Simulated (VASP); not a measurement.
```
HfC
1.0
    0.00000     2.32000     2.32000
    2.32000     0.00000     2.32000
    2.32000     2.32000     0.00000
Hf C
1 1
Cartesian
  0.00000   0.00000   0.00000
  2.32000   2.32000   2.32000
```

These are AM05 GGA, VASP's PBE PAW potentials (set 64) (plane waves; VASP) values and carry that method's errors. Run with 520 eV cut-off, 12×12×12 Γ-centred mesh, first-order Methfessel-Paxton smearing of 0.10 eV, potentials Hf_pv C.

Energy and stress use the plane-wave basis of the starting cell.

**Question.** The ions, cell shape and volume are relaxed. Which structure does the run end with?

**Answer.** 
```
HfC
1.0
    0.00000     2.29992     2.29992
    2.29992     0.00000     2.29992
    2.29992     2.29992     0.00000
Hf C
1 1
Direct
  0.00000   0.00000   0.00000
  0.50000   0.50000   0.50000
```
Space group Fm-3m (225), at a tolerance of 0.03 Å.

**Question.** How do energy and volume change from the first to the last step?

**Answer.** The energy (σ→0) changes by -6.7 meV/atom and the volume by -2.6 %, in 3 ionic steps.

```csv
step,E(σ→0) (eV),max force (eV/Å),pressure (GPa),volume (Å³)
1,-21.7209,0.000,-6.41,24.97
2,-21.6906,0.000,13.10,23.21
3,-21.7343,0.000,-0.09,24.33
```

The compound is HfC in the rock salt structure. This run relaxes it. Symmetry was kept, so distortions that lower it aren't found.
